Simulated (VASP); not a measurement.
Here is the system:

```
CELL_PARAMETERS angstrom
      0.00000     3.39419     3.39419
      3.39419     0.00000     3.39419
      3.39419     3.39419     0.00000
ATOMIC_POSITIONS crystal
  Ag 0.00000 0.00000 0.00000
  I  0.25000 0.25000 0.25000
```

Method: RPBE GGA, VASP's PBE PAW potentials (set 64) (plane waves; VASP). Numerical set-up: 520 eV cut-off, 7×7×7 Γ-centred mesh, Gaussian smearing of 0.050 eV, potentials Ag I.

Unless said otherwise, spin-orbit coupling is left out, though it shifts the bands of the heavy elements here.

Estimate the energy per atom (σ→0), band gap (on the k-mesh) with the smallest direct gap where there is one.

- band gap (on the k-mesh): 1.55 eV
- smallest direct gap (on the k-mesh): 1.55 eV
- energy per atom (σ→0): -2.079 eV/atom

Only differences to runs with the same potentials and settings are physical.

The compound is AgI in the zinc blende structure, whereas wurtzite is the usual form. It was relaxed first, which changed the volume by +14 %.
